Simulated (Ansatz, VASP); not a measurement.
# Cross-check of Ti2NO2 between VASP and Ansatz

One calculation is typed for both programs; each brings its own data sets. How far apart do they land? The cell is taken from a series of runs on this material, whose earlier steps may have relaxed, scaled, displaced or heated it; both programs get it as it stands.

Program: Ansatz 0.2.0. Level of theory: plane waves, with VASP 6.6.1 beside it; single point at PBEsol. Results are calculated unless marked as measured.

## Step 1: Set-up

The cell holds 5 atoms: 1 N, 2 Ti and 2 O. Its edges and angles: a = 2.964 Å, b = 2.964 Å, c = 32.600 Å, α = 90.0°, β = 90.0°, γ = 120.0°. It derives from Ti2NO2. Vacuum lies along c.

Coordinates:

```xyz
5
Lattice="2.9639 0.0000 0.0000 -1.4819 2.5668 0.0000 0.0000 0.0000 32.6000" Properties=species:S:1:pos:R:3
N     0.0000    0.0000   10.0000
Ti    0.0693    1.7512   11.2525
Ti    1.4126    0.8156    8.7475
O     1.4504    0.8374   12.1963
O     0.0315    1.7294    7.8037
```

## Step 2: VASP: single point, PBEsol, pair 1

A single point gives forces, pressure and levels at one fixed geometry, so differences don't come from the geometry; what else differs is listed under the comparison.

Lines of VASP's logs that name or quote its potential files are left out, and so is its time.

Contents of INCAR:

```
SYSTEM = Ti2NO2
PREC = Accurate
ENCUT = 520
EDIFF = 1E-06
NELM = 120
ISMEAR = 1
SIGMA = 0.2
LREAL = .FALSE.
ALGO = Normal
GGA = PS
NBANDS = 26
LASPH = .TRUE.
LORBIT = 11
LWAVE = .FALSE.
LCHARG = .FALSE.
ISIF = 2
LDIPOL = .TRUE.
IDIPOL = 3
DIPOL = 0.5 0.5 0.307
LVHAR = .TRUE.
GGA_COMPAT = .FALSE.
NELMDL = -8
KPAR = 2
```

Contents of POSCAR:

```
Ti2NO2
1.0
    2.9638609372      0.0000000000      0.0000000000
   -1.4819304686      2.5667788649      0.0000000000
    0.0000000000      0.0000000000     32.6000000000
N Ti O
1 2 2
Direct
    0.0000000000      0.0000000000      0.3067484663
    0.3645008021      0.6822504010      0.3451693486
    0.6354991979      0.3177495990      0.2683275840
    0.6525009420      0.3262504710      0.3741201157
    0.3474990580      0.6737495290      0.2393768169
```

Contents of KPOINTS:

```
Automatic mesh
0
Gamma
18 18 1
0 0 0
```

PAW data sets: N, Ti_sv and O (PBE family, release 64).

Run with:

```sh
$ mpirun -np 2 vasp_std
```

Numbers of over 12 decimals in the logs are rounded to 6 here.

Log:

```text
[banner, memory and clock lines left out]
running    2 mpi-ranks, on    1 nodes
 distrk:  each k-point on    1 cores,    2 groups
 distr:  one band on    1 cores,    1 groups

 POSCAR found type information on POSCAR N TiO
 POSCAR found :  3 types and       5 ions
|                                                                             |
|               ----> ADVICE to this user running VASP <----                  |
|                                                                             |
|     You enforced a specific xc type in the INCAR file but a different       |
|     [... a line on the potential file left out ...]
|     I HOPE YOU KNOW WHAT YOU ARE DOING!                                     |
|                                                                             |

 LDA part: xc-table for (Slater+PW92), standard interpolation
 POSCAR, INCAR and KPOINTS ok, starting setup
 FFT: planning ... GRIDC
 FFT: planning ... GRID_SOFT
 FFT: planning ... GRID
 WAVECAR not read
 entering main loop
       N       E                     dE             d eps       ncg     rms          rms(c)
DAV:   1     0.485144967410E+03    0.48514E+03   -0.20611E+04  5660   0.136E+03
DAV:   2     0.210154199381E+02   -0.46413E+03   -0.45630E+03  5994   0.410E+02
DAV:   3    -0.537859698173E+02   -0.74801E+02   -0.73807E+02  6782   0.166E+02
DAV:   4    -0.600947720091E+02   -0.63088E+01   -0.62992E+01  7784   0.452E+01
DAV:   5    -0.604868077928E+02   -0.39204E+00   -0.39201E+00  6804   0.836E+00
DAV:   6    -0.604978942366E+02   -0.11086E-01   -0.11086E-01  7460   0.173E+00
DAV:   7    -0.604983654347E+02   -0.47120E-03   -0.47120E-03  6884   0.254E-01
DAV:   8    -0.604983720087E+02   -0.65740E-05   -0.65740E-05  7508   0.398E-02    0.293E+01
DAV:   9    -0.492535210540E+02    0.11245E+02   -0.97464E+01  6074   0.885E+01    0.120E+01
DAV:  10    -0.485719816700E+02    0.68154E+00   -0.22052E+01  6214   0.356E+01    0.835E+00
DAV:  11    -0.483693244488E+02    0.20266E+00   -0.50721E+00  6276   0.197E+01    0.311E+00
DAV:  12    -0.482431324451E+02    0.12619E+00   -0.99599E-01  6442   0.808E+00    0.938E-01
DAV:  13    -0.482484987998E+02   -0.53664E-02   -0.12564E-01  6414   0.313E+00    0.686E-01
DAV:  14    -0.482433808705E+02    0.51179E-02   -0.22551E-02  6304   0.113E+00    0.210E-01
[...]
DAV:  21    -0.482439225190E+02   -0.64589E-04   -0.44190E-06  4292   0.155E-02    0.415E-03
DAV:  22    -0.482440024292E+02   -0.79910E-04   -0.92707E-06  4884   0.225E-02    0.522E-03
DAV:  23    -0.482440186144E+02   -0.16185E-04   -0.21126E-06  3812   0.137E-02    0.104E-03
DAV:  24    -0.482440289290E+02   -0.10315E-04   -0.40352E-07  2584   0.412E-03    0.502E-04
DAV:  25    -0.482440375976E+02   -0.86686E-05   -0.45563E-07  3022   0.278E-03    0.279E-04
DAV:  26    -0.482440394524E+02   -0.18548E-05   -0.55156E-08  2372   0.137E-03    0.210E-04
DAV:  27    -0.482440413440E+02   -0.18915E-05   -0.74702E-08  2482   0.973E-04    0.135E-04
DAV:  28    -0.482440417356E+02   -0.39159E-06   -0.19447E-08  2366   0.606E-04
   1 F= -.48244042E+02 E0= -.48243804E+02  d E =-.714704E-03
```

Parts of OUTCAR (step 2):

```text
ion  position               nearest neighbor table
   1  0.000  0.000  0.307-   3 2.06   2 2.06   3 2.15   2 2.15   2 2.15   3 2.15
   2  0.365  0.682  0.345-   4 1.91   4 1.91   1 2.06   4 2.06   1 2.15   1 2.15
   3  0.635  0.318  0.268-   5 1.91   5 1.91   1 2.06   5 2.06   1 2.15   1 2.15
   4  0.653  0.326  0.374-   2 1.91   2 1.91   2 2.06
   5  0.347  0.674  0.239-   3 1.91   3 1.91   3 2.06

  LATTYP: Found a hexagonal cell.
 ALAT       =     2.9638609372
 C/A-ratio  =    10.9991665232

 Subroutine GETGRP returns: Found  4 space group operations
 (whereof  2 operations were pure point group operations)

The static configuration has the point symmetry C_1h.
 The point group associated with its full space group is C_2h.

 Found     91 irreducible k-points:

   k-points           NKPTS =     91   k-points in BZ     NKDIM =     91   number of bands    NBANDS=     26

   dimension x,y,z NGX =    24 NGY =   24 NGZ =  250
   dimension x,y,z NGXF=    48 NGYF=   48 NGZF=  500

   ENCUT  =  520.0 eV  38.22 Ry    6.18 a.u.   5.51  5.51 60.61*2*pi/ulx,y,z

   NELECT =      41.0000    total number of electrons

 k-points in reciprocal lattice and weights: Automatic mesh
   0.00000000  0.00000000  0.00000000       0.003
   0.05555556 -0.00000000  0.00000000       0.006
   0.00000000  0.05555556  0.00000000       0.012
   0.11111111 -0.00000000  0.00000000       0.006
   0.00000000  0.11111111  0.00000000       0.012
   0.16666667  0.00000000  0.00000000       0.006
   0.00000000  0.16666667  0.00000000       0.012
   0.22222222  0.00000000  0.00000000       0.006
   0.00000000  0.22222222  0.00000000       0.012
[...]
0.38888889  0.33333333  0.00000000       0.012
   0.33333333  0.33333333  0.00000000       0.006

 dipolmoment           0.000000      0.000000      0.000003 electrons x Angstroem

 average (electrostatic) potential at core
       1 -72.2911       2 -84.7411       3 -84.7411       4 -78.9850       5 -78.9850

 E-fermi :  -2.8776

 k-point     1 :       0.0000    0.0000    0.0000
  band No.  band energies     occupation
    ...
     17      -7.7713      2.00000
     18      -5.7584      2.00000
     19      -5.3858      2.00000
     20      -5.2017      2.00000
     21      -2.9858      1.78316
     22      -2.6618     -0.06300
     23      -2.0898     -0.00000
     24      -1.8040     -0.00000
     25      -1.6655     -0.00000
     26      -0.5316     -0.00000

 k-point     2 :       0.0556   -0.0000    0.0000
  band No.  band energies     occupation
    ...
     17      -7.8192      2.00000
     18      -5.6752      2.00000
     19      -5.5969      2.00000
     20      -5.3093      2.00000
     21      -2.8860      1.07078
     22      -2.5614     -0.04788
     23      -2.1673     -0.00001
     24      -1.7649     -0.00000
     25      -1.6048     -0.00000
     26      -0.5542     -0.00000

 k-point     3 :       0.0000    0.0556    0.0000
  band No.  band energies     occupation
    ...
     17      -7.7643      2.00000
     18      -5.7104      2.00000
     19      -5.4976      2.00000
     20      -5.4029      2.00000
     21      -2.9205      1.35399
     22      -2.6372     -0.07075
     23      -2.0846     -0.00000
     24      -1.7193     -0.00000
     25      -1.6365     -0.00000
     26      -0.5653     -0.00000

  Total        0.5463371      0.9832598      0.1218119     -0.3783862      0.0582977      0.1009733
  in kB        3.5294528      6.3520656      0.7869304     -2.4444544      0.3766153      0.6523088
  external PRESSURE =       3.5561496 kB  Pullay stress =       0.0000000 kB

  energy-cutoff  :      520.00
  volume of cell :      248.01
      direct lattice vectors                 reciprocal lattice vectors
     2.963860937  0.000000000  0.000000000     0.337397746  0.194796680  0.000000000
    -1.481930469  2.566778865  0.000000000     0.000000000  0.389593359  0.000000000
     0.000000000  0.000000000 32.600000000     0.000000000  0.000000000  0.030674847

 POSITION                                       TOTAL-FORCE (eV/Angst)
 -----------------------------------------------------------------------------------
      0.00000      0.00000     10.00000        -0.000000     -0.000000      0.000000
      0.06928      1.75119     11.25252        -0.094785     -0.054724      0.122707
      1.41265      0.81559      8.74748         0.094785      0.054724     -0.122707
      1.45044      0.83741     12.19632         0.077236      0.044592     -0.026112
      0.03149      1.72937      7.80368        -0.077236     -0.044592      0.026112
 -----------------------------------------------------------------------------------
    total drift:                                0.000007      0.000004      0.000139

  FREE ENERGIE OF THE ION-ELECTRON SYSTEM (eV)
  ---------------------------------------------------
  free  energy   TOTEN  =       -48.2440417356 eV

  energy  without entropy=      -48.2433270311  energy(sigma->0) =      -48.24380350

 vacuum level on the upper side and lower side of the slab         2.854         2.854

 total charge
# of ion       s       p       d       tot
------------------------------------------
    1        1.244   2.508   0.000   3.751
    2        2.211   6.275   1.926  10.412
    3        2.211   6.275   1.926  10.412
    4        1.574   3.450   0.000   5.025
    5        1.574   3.450   0.000   5.025
--------------------------------------------------
tot          8.814  21.959   3.852  34.625

[... 3 further parts left out ...]
```

This run has no spin polarisation, so a moment on Ti, if there is one, isn't seen. Its electron count is odd, so without a moment it is a metal by construction.

## Step 3: Ansatz: single point, PBEsol, pair 1

Ansatz runs on its PAW soft_1 files.

The same cell, functional, mesh and smearing now go to Ansatz, which takes its cutoff from its data sets.

Contents of input.yaml:

```yaml
crystal:
  lattice:
    - [2.9638609372, 0.0, 0.0]
    - [-1.4819304686, 2.5667788649, 0.0]
    - [0.0, 0.0, 32.6]
  atoms:
    - { symbol: "N", position: [0.0, 0.0, 0.3067484663] }
    - { symbol: Ti, position: [0.3645008021, 0.682250401, 0.3451693486] }
    - { symbol: Ti, position: [0.6354991979, 0.317749599, 0.2683275839] }
    - { symbol: O, position: [0.652500942, 0.326250471, 0.3741201157] }
    - { symbol: O, position: [0.347499058, 0.673749529, 0.2393768169] }
  periodic: [true, true, false]
kpoints:
  mp_grid: { grid: [18, 18, 1] }
hamiltonian:
  xc: pbesol
  pseudopotentials: { kind: paw, azcp: { folder: soft_1 }, xc_functional: pbe }
scf:
  occupations: { method: methfessel_paxton, width: 0.2 }
output:
  forces: true
  stress: true
  eigenvalues: true
```

Run with:

```sh
$ ansatz run input.yaml --threads 4 --pin off --max-ram 16384MiB --backend cpu --events-out ev --progress --plain --runs-dir out
```

Log:

```text
Engine: ansatz 0.2.0, aarch64-unknown-linux-gnu
Pseudopotentials: kind: paw
Pseudopotential: N, paw, valence charge 5, recommended cutoff 420 eV (normal), soft_1/N.paw.azcp
Pseudopotential: Ti, paw, valence charge 12, recommended cutoff 420 eV (normal), soft_1/Ti.paw.azcp
Pseudopotential: O, paw, valence charge 6, recommended cutoff 420 eV (normal), soft_1/O.paw.azcp
Functional definition: PBEsol
  exchange = pbesol_x
  correlation = pbesol_c
Crystal: 5 atoms, lattice volume = 248.007 Å³
Basis set: ecut = 420 eV, 4729 PW (Γ), exchange–correlation on 40×40×450 points (8 copies of the dense FFT grid, shifted against one another)
Bands: 26, of which v1, the nominal top of the filled ones, is band 21 counted from 1 (20 counted from 0)
Symmetry: 4 space group operations
Space group: C2/m (ITA 12), of the structure as read, at distance tolerance 6.3e-5 Å
k-points: 91 of 324
Non-local potential: N, projectors of the file, l = 0: 2, l = 1: 2, l = 2: 1
Non-local potential: Ti, projectors of the file, l = 0: 3, l = 1: 2, l = 2: 3, l = 3: 1
Non-local potential: O, projectors of the file, l = 0: 2, l = 1: 2, l = 2: 1
PAW form: soft (Blöchl's): semilocal exchange-correlation on the pseudo side does not see the compensation charge
PAW frozen core: N, regenerated for the run's functional, and the local potential with it (the file was generated under x = pbe(κ = 0.804, μ = 0.219515), c = pbe(β = 0.066725))
PAW frozen core: Ti, regenerated for the run's functional, and the local potential with it (the file was generated under x = pbe(κ = 0.804, μ = 0.219515), c = pbe(β = 0.066725))
PAW frozen core: O, regenerated for the run's functional, and the local potential with it (the file was generated under x = pbe(κ = 0.804, μ = 0.219515), c = pbe(β = 0.066725))
PAW one-centre angular grid: N, 110 points (default); XC on 64 Gauss nodes
PAW one-centre angular grid: Ti, 590 points (default); XC on 64 Gauss nodes
PAW one-centre angular grid: O, 110 points (default); XC on 64 Gauss nodes
Initial density: superposition of atomic densities (neutral atoms: chi_scale 0, normalization atom)
Initial wavefunctions: pseudopotential atomic-orbital guess
Functional: x = pbesol(κ = 0.804, μ = 0.123457), c = pbesol(β = 0.046)
SCF iter   1: F=—  HF=-6461.427457 eV  |F-HF|=—  |Δ(HF+E_count)|=         —  Δρ=9.45e-2  dr2=2.44e1  ethr=3.10e-3  ⟨swp⟩=9.4  Hψ=16367  notcnv=0
preconditioner: auto → LDOS  [metal: Δε(μ)=0.018 eV  Ē_g=11.905 eV  σ=0.200 eV  W_gap=0.08  n_scr=20 (ndim 8)  ℏωp=11.8 eV  f_vac=0.760  D(μ)=1.50/eV (n_scr^D=10)  β→1.0]
SCF iter   2: F=—  HF=-6462.216533 eV  |F-HF|=—  |Δ(HF+E_count)|=   7.89e-1  S|Δr|=    0.00e0  Δρ=1.31e-1  dr2=4.12e1  ethr=3.10e-3  ⟨swp⟩=6.9  Hψ=8740  notcnv=0  defer=70
SCF iter   3: F=—  HF=-6455.593032 eV  |F-HF|=—  |Δ(HF+E_count)|=    6.62e0  S|Δr|=    0.00e0  Δρ=2.00e-2  dr2=5.38e-1  ethr=3.10e-3  ⟨swp⟩=5.2  Hψ=8071  notcnv=0
SCF iter   4: F=—  HF=-6455.461844 eV  |F-HF|=—  |Δ(HF+E_count)|=   1.31e-1  S|Δr|=    0.00e0  Δρ=4.18e-3  dr2=2.50e-2  ethr=1.31e-3  ⟨swp⟩=3.1  Hψ=5738  notcnv=0  defer=39
SCF iter   5: F=—  HF=-6455.461145 eV  |F-HF|=—  |Δ(HF+E_count)|=   7.00e-4  S|Δr|=    0.00e0  Δρ=2.19e-3  dr2=1.16e-2  ethr=6.09e-5  ⟨swp⟩=3.5  Hψ=5509  notcnv=0  defer=39
SCF iter   6: F=—  HF=-6455.459634 eV  |F-HF|=—  |Δ(HF+E_count)|=   1.51e-3  S|Δr|=    0.00e0  Δρ=7.58e-4  dr2=1.56e-3  ethr=2.83e-5  ⟨swp⟩=2.8  Hψ=4259  notcnv=0  defer=39
SCF iter   7: F=—  HF=-6455.459383 eV  |F-HF|=—  |Δ(HF+E_count)|=   2.51e-4  S|Δr|=    0.00e0  Δρ=1.51e-4  dr2=7.27e-5  ethr=3.81e-6  ⟨swp⟩=3.3  Hψ=5032  notcnv=0  defer=39
SCF iter   8: F=—  HF=-6455.459316 eV  |F-HF|=—  |Δ(HF+E_count)|=   6.70e-5  S|Δr|=    0.00e0  Δρ=9.19e-5  dr2=1.96e-5  ethr=1.77e-7  ⟨swp⟩=3.7  Hψ=4915  notcnv=0  defer=40
SCF iter   9: F=—  HF=-6455.459312 eV  |F-HF|=—  |Δ(HF+E_count)|=   4.27e-6  S|Δr|=    0.00e0  Δρ=2.23e-5  dr2=1.16e-6  ethr=4.77e-8  ⟨swp⟩=3.3  Hψ=4561  notcnv=0  defer=40
SCF iter  10: F=-6455.459312 eV  HF=-6455.459312 eV  |F-HF|=3.02e-8  |Δ(HF+E_count)|=   3.78e-8  S|Δr|=    0.00e0  Δρ=5.15e-6  dr2=5.44e-8  ethr=2.44e-10  ⟨swp⟩=13.4  Hψ=20375  notcnv=0
SCF 1 converged in 10 iterations: F = -6455.459312 eV  dr2 = 5.44e-8
  greatest PAW one-centre occupation: 0.998 electrons in one spin orbital (limit 2), on the Ti atom at site 2 (counted from 0), in its partial waves of l = 0
SCF converged after 10 iterations
Stability not checked: this state was not tested for a lower state beside it, because cold or Methfessel-Paxton smearing, or corrected tetrahedra, fill the levels in a way that the test cannot read (fill_not_monotonic; see scf.lower_state_search)
Free energy (F): -6455.459312 eV
Harris-Foulkes:  -6455.459312 eV  (|F-HF|=3.02e-8)
Internal energy: -6455.458549 eV  (E = F + TS)
E sigma→0 (E₀):  -6455.459121 eV
Entropy (-TS):   -0.000763 eV (-0.153 meV/atom)
Fermi energy:    -5.700256 eV
--- Per-component energies (eV) ---
  E_band       = -1072.949093
  E_kinetic    = 1027.001817
  E_local      = -128768.480590  (includes V_loc(G=0)·N_el)
  E_nonlocal   = 260.711266
  E_hartree    = 63703.311991
  E_xc         = -433.382186
  E_vxc        = -549.851724  (∫ρ·V_xc dr)
  E_paw        = -2468.559698  (= ΣΔE_a)
  E_vpaw       = -448.950760  (= ΣTr[D̂ρ^β])
  E_aug_tail   = 0.002218  (compensation charges beyond the density's cutoff)
  E_ewald      = 60223.559189
  E_core_change = 0.377444  (= ΣΔE_core)
  E_smearing   = -0.000763  (= −TS)
  E_closure    = 0.000000  (closes the sum)
  Σ components = -6455.459312   (vs F -6455.459312, Δ=0.00e0)
--- Forces (eV/Å), atoms counted from 1 ---
  atom   1  N      0.00000000    -0.00000000     0.00000000
  atom   2  Ti    -0.08101099    -0.04677172     0.14444364
  atom   3  Ti     0.08101099     0.04677172    -0.14444364
  atom   4  O      0.06549185     0.03781174    -0.07813733
  atom   5  O     -0.06549185    -0.03781174     0.07813733
  max |Σ_I F_I| component: 1.39e-17 eV/Å
--- 2D stress c σ (N/m, compression-positive) ---
        0.684422      -0.726248       0.000000
       -0.726248       1.523020       0.000000
        0.000000       0.000000       0.000000
  P = ½ c Tr σ = 1.1037 N/m
--- Band table (eV; the first three rows and the last of 91) ---
  k-point 0: bands = [... 17 lower, -8.5869, -8.2155, -8.0307, -5.8067, -5.4801, -4.9091, -4.6217, -4.4811, ... 1 higher]
  k-point 1: bands = [... 17 lower, -8.5396, -8.3274, -8.2321, -5.7414, -5.4563, -4.9028, -4.5360, -4.4533, ... 1 higher]
  k-point 2: bands = [... 17 lower, -8.9260, -8.5930, -8.2805, -5.7633, -5.3260, -4.7518, -4.5019, -4.2575, ... 1 higher]
  k-point 90: bands = [... 17 lower, -10.3847, -9.2370, -9.1443, -5.7705, -4.4903, -3.9241, -3.7205, -3.6531, ... 1 higher]
```

In the SCF lines HF is the Harris–Foulkes energy and dr2 the Hartree energy of the density residual, in eV; the loop may stop once dr2 is under the threshold and the program's other checks hold. Hψ counts applications of the Hamiltonian.

## Step 4: Side by side

Known differences besides the potentials themselves: Ansatz cuts the interaction across the vacuum, VASP repeats the sheet with a dipole correction; the cutoff is 420 eV in Ansatz and 520 eV in VASP; Ansatz makes its cores anew for this functional, VASP keeps those of its PBE data sets. Total energies have different zeros and are not compared.

Forces (eV/Å; atoms numbered as in POSCAR):

```csv
atom,"Ansatz x, y, z","VASP x, y, z"
N1,"0.000, 0.000, 0.000","0.000, 0.000, 0.000"
Ti2,"-0.081, -0.047, 0.144","-0.095, -0.055, 0.123"
Ti3,"0.081, 0.047, -0.144","0.095, 0.055, -0.123"
O4,"0.065, 0.038, -0.078","0.077, 0.045, -0.026"
O5,"-0.065, -0.038, 0.078","-0.077, -0.045, 0.026"
```

The forces differ by 22 meV/Å r.m.s., which is 31.8 % of the r.m.s. force of 0.069 eV/Å (both taken over all components). With vacuum in the cell, a pressure given here is an average over mostly empty space and none of the material.

(Part 1 of 2 ends here.)

[Lines on the potential files, build, host, timing and source positions are cut from VASP's logs without a mark.]

[Logs are printed without paths, hosts, clocks, repeated set-up lines and the standing remarks that a program may print on its own settings, such as how far it seeks lower states.]

[Hosts, paths, dates, database ids (printed as entryN), source tags and the programs' standing remarks are cut or masked in the printed files.]
